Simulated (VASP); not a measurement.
Energy against volume of CdF2 (fluorite). Level of theory: MS2 meta-GGA, VASP's PBE PAW potentials (set 64) (plane waves; VASP). Numerical set-up: 520 eV cut-off, 7×7×7 Γ-centred mesh, Gaussian smearing of 0.050 eV, potentials Cd F.

```tsv
V (Å³/atom)	E (eV/atom)
12.784	-4.35157
13.179	-4.35677
13.574	-4.35381
13.970	-4.34395
```

Q: Fit these four points and predict the energy of the run at 12.388 Å³/atom.

A: A cubic in V^(−2/3), the third-order Birch-Murnaghan form, passes through the four points with V0 = 13.22 Å³/atom and B0 = 108 GPa, and gives -4.3366 eV/atom there. The run gave -4.3365 eV/atom, +0.1 meV/atom from the fit; all five points give B0 = 109 GPa.

The compound is CdF2 in the fluorite structure. It was relaxed first.
